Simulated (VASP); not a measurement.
These are PBEsol GGA, VASP's PBE PAW potentials (set 64) (plane waves; VASP) values and carry that method's errors.

VASP ran on this input.

POSCAR:
```
ZrS
1.0
  3.4719776469   0.0000000000   0.0000000000
 -1.7359888234   3.0068210121   0.0000000000
  0.0000000000   0.0000000000   8.0026973932
Zr S
2 2
Direct
  0.3333330000   0.6666670000   0.0333770056
  0.6666670000   0.3333330000   0.5333770056
  0.3333330000   0.6666670000   0.3416229944
  0.6666670000   0.3333330000   0.8416229944
```

**KPOINTS**
```
Automatic mesh
0
Gamma
7 7 3
0 0 0
```

**INCAR**
```
# general
SYSTEM  = ZrS
PREC    = Accurate
ENCUT   = 400
LREAL   = F
LASPH   = T

# electronic loop
EDIFF   = 1E-6
NELM    = 100
ALGO    = Normal
LMAXMIX = 4

# smearing
ISMEAR  = 0
SIGMA   = 0.05

# functional
GGA     = PS

# ions
IBRION  = 2
NSW     = 60
ISIF    = 3
EDIFFG  = -0.02

# output
LWAVE   = F
LCHARG  = F
```

POTCAR, in this order: Zr_sv S (PBE.64 set). Program: vasp_std.

What VASP printed:

### OSZICAR
```
       N       E                     dE             d eps       ncg     rms          rms(c)
DAV:   1     0.271136362434E+03    0.27114E+03   -0.16525E+04   712   0.129E+03
DAV:   2    -0.790561897212E+01   -0.27904E+03   -0.27356E+03   800   0.370E+02
DAV:   3    -0.320144467921E+02   -0.24109E+02   -0.23945E+02  1218   0.855E+01
DAV:   4    -0.334745988068E+02   -0.14602E+01   -0.14589E+01   982   0.195E+01
DAV:   5    -0.335199409475E+02   -0.45342E-01   -0.45341E-01  1020   0.312E+00    0.214E+01
DAV:   6    -0.316699097978E+02    0.18500E+01   -0.68382E+00   802   0.139E+01    0.978E+00
DAV:   7    -0.316348073126E+02    0.35102E-01   -0.10654E+00  1170   0.494E+00    0.327E+00
DAV:   8    -0.316247977069E+02    0.10010E-01   -0.18272E-01   894   0.236E+00    0.644E-01
DAV:   9    -0.316221899064E+02    0.26078E-02   -0.32811E-02   886   0.923E-01    0.274E-01
DAV:  10    -0.316220233455E+02    0.16656E-03   -0.36727E-03  1028   0.447E-01    0.650E-02
DAV:  11    -0.316220359813E+02   -0.12636E-04   -0.10714E-04   952   0.816E-02    0.441E-02
DAV:  12    -0.316220330099E+02    0.29714E-05   -0.37626E-05   926   0.412E-02    0.230E-02
DAV:  13    -0.316220326017E+02    0.40821E-06   -0.14907E-05   884   0.252E-02    0.183E-03
DAV:  14    -0.316220326364E+02   -0.34618E-07   -0.52698E-07   556   0.503E-03
   1 F= -.31622033E+02 E0= -.31621991E+02  d E =-.316220E+02
       N       E                     dE             d eps       ncg     rms          rms(c)
DAV:   1    -0.316291123557E+02   -0.70798E-02   -0.33638E-01   740   0.466E+00    0.676E-01
DAV:   2    -0.316241504354E+02    0.49619E-02   -0.19965E-02   898   0.979E-01    0.301E-01
DAV:   3    -0.316226823618E+02    0.14681E-02   -0.59980E-03  1042   0.519E-01    0.834E-02
DAV:   4    -0.316226638813E+02    0.18480E-04   -0.61865E-04   996   0.143E-01    0.581E-02
DAV:   5    -0.316226597349E+02    0.41465E-05   -0.99199E-05  1300   0.576E-02    0.384E-02
DAV:   6    -0.316226630883E+02   -0.33534E-05   -0.23680E-05  1032   0.290E-02    0.981E-03
DAV:   7    -0.316226622763E+02    0.81191E-06   -0.34348E-06   762   0.111E-02
   2 F= -.31622662E+02 E0= -.31622651E+02  d E =-.629640E-03
       N       E                     dE             d eps       ncg     rms          rms(c)
DAV:   1    -0.316231829239E+02   -0.51984E-03   -0.22664E-02   722   0.121E+00    0.177E-01
DAV:   2    -0.316228480904E+02    0.33483E-03   -0.13478E-03   900   0.254E-01    0.773E-02
DAV:   3    -0.316227463155E+02    0.10177E-03   -0.39809E-04  1052   0.134E-01    0.217E-02
DAV:   4    -0.316227466257E+02   -0.31021E-06   -0.40761E-05   968   0.367E-02    0.157E-02
DAV:   5    -0.316227478215E+02   -0.11958E-05   -0.54910E-06   828   0.144E-02    0.935E-03
DAV:   6    -0.316227498425E+02   -0.20210E-05   -0.30094E-06   768   0.902E-03    0.316E-03
DAV:   7    -0.316227505548E+02   -0.71232E-06   -0.41682E-07   466   0.440E-03
   3 F= -.31622751E+02 E0= -.31622734E+02  d E =-.717918E-03
       N       E                     dE             d eps       ncg     rms          rms(c)
DAV:   1    -0.316269278502E+02   -0.41780E-02   -0.19053E-01   704   0.356E+00    0.437E-01
DAV:   2    -0.316241033467E+02    0.28245E-02   -0.10403E-02   818   0.738E-01    0.168E-01
DAV:   3    -0.316233331135E+02    0.77023E-03   -0.26700E-03   956   0.342E-01    0.999E-02
DAV:   4    -0.316233551218E+02   -0.22008E-04   -0.28276E-04  1126   0.786E-02    0.542E-02
DAV:   5    -0.316233660384E+02   -0.10917E-04   -0.98633E-05  1166   0.545E-02    0.240E-02
DAV:   6    -0.316233713852E+02   -0.53467E-05   -0.95860E-06   866   0.179E-02    0.618E-03
DAV:   7    -0.316233717696E+02   -0.38443E-06   -0.20402E-06   556   0.104E-02
   4 F= -.31623372E+02 E0= -.31623365E+02  d E =-.621215E-03
       N       E                     dE             d eps       ncg     rms          rms(c)
DAV:   1    -0.316263748561E+02   -0.30035E-02   -0.15251E-01   704   0.319E+00    0.391E-01
DAV:   2    -0.316241123700E+02    0.22625E-02   -0.82954E-03   818   0.659E-01    0.151E-01
DAV:   3    -0.316234952703E+02    0.61710E-03   -0.21407E-03   950   0.307E-01    0.892E-02
DAV:   4    -0.316235130970E+02   -0.17827E-04   -0.22652E-04  1120   0.702E-02    0.485E-02
DAV:   5    -0.316235222112E+02   -0.91142E-05   -0.78266E-05  1178   0.485E-02    0.213E-02
DAV:   6    -0.316235266829E+02   -0.44717E-05   -0.75484E-06   850   0.158E-02    0.551E-03
DAV:   7    -0.316235270032E+02   -0.32030E-06   -0.16428E-06   514   0.945E-03
   5 F= -.31623527E+02 E0= -.31623524E+02  d E =-.776448E-03
```

### OUTCAR
```
------------------------ aborting loop because EDIFF is reached ----------------------------------------
  FORCE on cell =-STRESS in cart. coord.  units (eV):
  Direction    XX          YY          ZZ          XY          YZ          ZX
  --------------------------------------------------------------------------------------
  Total        0.0321286      0.0321286     -0.0261004      0.0000000      0.0000000      0.0000000
  in kB        0.6176888      0.6176889     -0.5017928      0.0000000      0.0000000      0.0000000
  external PRESSURE =       0.2445283 kB  Pullay stress =       0.0000000 kB
  volume of cell :       83.34
      direct lattice vectors                 reciprocal lattice vectors
     3.456694110 -0.000000000  0.000000000     0.289293750  0.167023815  0.000000000
    -1.728347055  2.993585079 -0.000000000     0.000000000  0.334047630  0.000000000
    -0.000000000  0.000000000  8.053422417    -0.000000000 -0.000000000  0.124170812
 POSITION                                       TOTAL-FORCE (eV/Angst)
 -----------------------------------------------------------------------------------
     -0.00000      1.99572      0.27249        -0.000000      0.000000      0.017921
      1.72835      0.99786      4.29920         0.000000      0.000000      0.017921
     -0.00000      1.99572      2.74754        -0.000000     -0.000000     -0.017921
      1.72835      0.99786      6.77425         0.000000      0.000000     -0.017921
 -----------------------------------------------------------------------------------
    total drift:                               -0.003626      0.002094      0.000050
  FREE ENERGIE OF THE ION-ELECTRON SYSTEM (eV)
  ---------------------------------------------------
  free  energy   TOTEN  =       -31.6235270032 eV

  energy  without entropy=      -31.6235208897  energy(sigma->0) =      -31.62352395

 reached required accuracy - stopping structural energy minimisation
```
(Selected blocks of OUTCAR.)

**CONTCAR**
```
ZrS
   1.00000000000000
     3.4566941101243707   -0.0000000000002538    0.0000000000000000
    -1.7283470550126252    2.9935850787692448   -0.0000000000000000
    -0.0000000000000000    0.0000000000000000    8.0534224169687594
  Zr              S
     2     2
Direct
     0.3333330000000032    0.6666669999999968    0.0338354741492880
     0.6666669999999968    0.3333330000000032    0.5338354741492881
     0.3333330000000032    0.6666669999999968    0.3411645258507120
     0.6666669999999968    0.3333330000000032    0.8411645258507119
```

The structure was generated: ZrS was put into the wurtzite type (P6_3mc), which need not be its known phase. This run relaxes it. Symmetry was kept, so distortions that lower it aren't found. The start is the result of an earlier pass.
